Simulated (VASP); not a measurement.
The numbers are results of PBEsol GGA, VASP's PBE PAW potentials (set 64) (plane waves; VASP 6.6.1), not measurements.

A VASP calculation is set up with these files.

INCAR:
```
LWAVE  =  .FALSE.
SYSTEM  =  Hg3ZnSe4
NELM  =  100   ! most electronic steps
LEFG  =  .TRUE.
ENCUT  =  400   ! plane-wave cut-off (eV)
LREAL  =  .FALSE.
ISMEAR  =  -5   ! tetrahedra, Bloechl
LMAXMIX  =  6   ! l cut-off of mixed one-centre charges
PREC  =  Accurate
EDIFF  =  1E-7   ! SCF stop (eV)
NEDOS  =  601   ! DOS grid
ISIF  =  2   ! forces and stress, cell fixed
LASPH  =  .TRUE.
LORBIT  =  11
ALGO  =  Normal   ! blocked Davidson
GGA  =  PS   ! PBEsol
LCHARG  =  .TRUE.
```

### POSCAR
```
Hg3ZnSe4
1
    6.0149820250     0.0000000000     0.0000000000
    0.0000000000     6.0149820250     0.0000000000
    0.0000000000    -0.0000000000     6.0149820250
Zn Se Hg
1 4 3
Direct
  0.0000000000   0.0000000000   0.0000000000
  0.2363522241   0.2363522241   0.2363522241
  0.7636477759   0.7636477759   0.2363522241
  0.7636477759   0.2363522241   0.7636477759
  0.2363522241   0.7636477759   0.7636477759
  0.5000000000   0.5000000000   0.0000000000
  0.5000000000   0.0000000000   0.5000000000
  0.0000000000   0.5000000000   0.5000000000
```

### KPOINTS
```
Automatic
0
G
6 6 6
0 0 0
```

POTCAR, in this order: Zn Se Hg (PBE.64 set). Program: vasp_std.

For a metal the tetrahedron method with Blöchl corrections gives inexact stress and forces. Unless said otherwise, spin-orbit coupling is left out, though it shifts the bands of the heavy elements here.

Predict the energy per atom (σ→0), band gap (on the k-mesh).

- energy per atom (σ→0) = -2.640 eV/atom
- band gap (on the k-mesh) = none (metal, semimetal or under 0.01 eV)

**OSZICAR**
```
...
DAV:  12    -0.211163510540E+02   -0.25079E-04   -0.55939E-04  2145   0.375E-01    0.513E-02
DAV:  13    -0.211163402323E+02    0.10822E-04   -0.72887E-05  2271   0.161E-01    0.179E-02
DAV:  14    -0.211163387446E+02    0.14877E-05   -0.11084E-05  2256   0.823E-02    0.771E-03
DAV:  15    -0.211163385754E+02    0.16917E-06   -0.72738E-06  2521   0.297E-02    0.297E-03
DAV:  16    -0.211163385876E+02   -0.12216E-07   -0.19974E-06  2038   0.145E-02    0.561E-03
DAV:  17    -0.211163384660E+02    0.12162E-06   -0.12336E-07  1014   0.778E-03    0.186E-03
DAV:  18    -0.211163384126E+02    0.53366E-07   -0.10607E-07  1058   0.459E-03
   1 F= -.21116338E+02 E0= -.21116338E+02  d E =0.000000E+00
```

The structure was generated: Hg3ZnSe4 was put into an ordered model structure (P-43m), which need not be its known phase. It was relaxed first.
